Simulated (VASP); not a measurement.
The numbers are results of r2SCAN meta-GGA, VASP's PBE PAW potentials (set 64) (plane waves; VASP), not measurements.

VASP input:

### INCAR
```
ALGO = Normal
EDIFF = 1E-6
EDIFFG = -0.01
ENCUT = 480
IBRION = 2
ISIF = 3
ISMEAR = 1
LASPH = .TRUE.
LCHARG = .FALSE.
LMAXMIX = 4
LMIXTAU = .TRUE.
LREAL = .FALSE.
LWAVE = .FALSE.
METAGGA = R2SCAN
NELM = 100
NSW = 60
PREC = Accurate
SIGMA = 0.1
SYSTEM = CoAl
```

### POSCAR
```
CoAl
1
    2.8216953664     0.0000000000    -0.0000000000
   -0.0000000000     2.8216953664    -0.0000000000
   -0.0000000000     0.0000000000     2.8216953664
Al Co
1 1
Direct
  0.5000000000   0.5000000000   0.5000000000
  0.0000000000   0.0000000000   0.0000000000
```

### KPOINTS
```
K-points
0
gamma
 12 12 12
0 0 0
```

POTCAR, in this order: Al Co (PBE.64 set). Program: vasp_std.

**Question.** What will the output report for the number of irreducible k-points (NKPTS), largest plane-wave count, number of space-group operations, FFT grid (NGX, NGY, NGZ)?

**Answer.** 
number of irreducible k-points (NKPTS): 84
largest plane-wave count: 554
number of space-group operations: 48
FFT grid (NGX, NGY, NGZ): 20 × 20 × 20

The compound is CoAl in the CsCl type structure. It was relaxed first. The start is the result of an earlier pass. The run is not spin-polarised, so no magnetic state was tried.
